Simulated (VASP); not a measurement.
Calculation: PBEsol GGA, VASP's PBE PAW potentials (set 64) (plane waves; VASP).

VASP input:

**INCAR**
```
SYSTEM  =  SnSe
PREC  =  Accurate; ENCUT  =  400; LREAL  =  .FALSE.
LASPH  =  .TRUE.
EDIFF  =  1E-6; NELM  =  100; ALGO  =  Normal
LMAXMIX  =  4
ISMEAR  =  0; SIGMA  =  0.05
GGA  =  PS
IBRION  =  2; NSW  =  60; ISIF  =  3
EDIFFG  =  -0.01
LWAVE  =  .FALSE.; LCHARG  =  .FALSE.
```

POSCAR:
```
SnSe
1.0
  0.0000000000   2.9703195689   2.9703195689
  2.9703195689   0.0000000000   2.9703195689
  2.9703195689   2.9703195689   0.0000000000
Sn Se
1 1
Direct
  0.0000000000   0.0000000000   0.0000000000
  0.5000000000   0.5000000000   0.5000000000
```

KPOINTS:
```
K-points
0
G
  7 7 7
0 0 0
```

POTCAR, in this order: Sn_d Se (PBE.64 set). Program: vasp_std.

What does the run give for the energy per atom (σ→0), volume per atom?

```yaml
energy per atom (σ→0): -4.492 eV/atom
volume_per_atom: 26.31 Å³/atom
```

File OSZICAR:
```
...
       N       E                     dE             d eps       ncg     rms          rms(c)
DAV:   1    -0.898736152823E+01   -0.28595E-02   -0.62518E-02   686   0.420E+00    0.292E-01
DAV:   2    -0.898512631552E+01    0.22352E-02   -0.38788E-03   680   0.106E+00    0.125E-01
DAV:   3    -0.898461791030E+01    0.50841E-03   -0.16812E-03   686   0.656E-01    0.215E-02
DAV:   4    -0.898459426137E+01    0.23649E-04   -0.64892E-05   578   0.879E-02    0.683E-03
DAV:   5    -0.898459202170E+01    0.22397E-05   -0.39190E-06   618   0.232E-02    0.388E-03
DAV:   6    -0.898459144416E+01    0.57754E-06   -0.64175E-07   310   0.128E-02
   2 F= -.89845914E+01 E0= -.89845914E+01  d E =-.893161E-04
```

The structure was generated: SnSe was put into the rock salt type (Fm-3m), which need not be its known phase. This run relaxes it. Symmetry was kept, so distortions that lower it aren't found. The start is the result of an earlier pass.
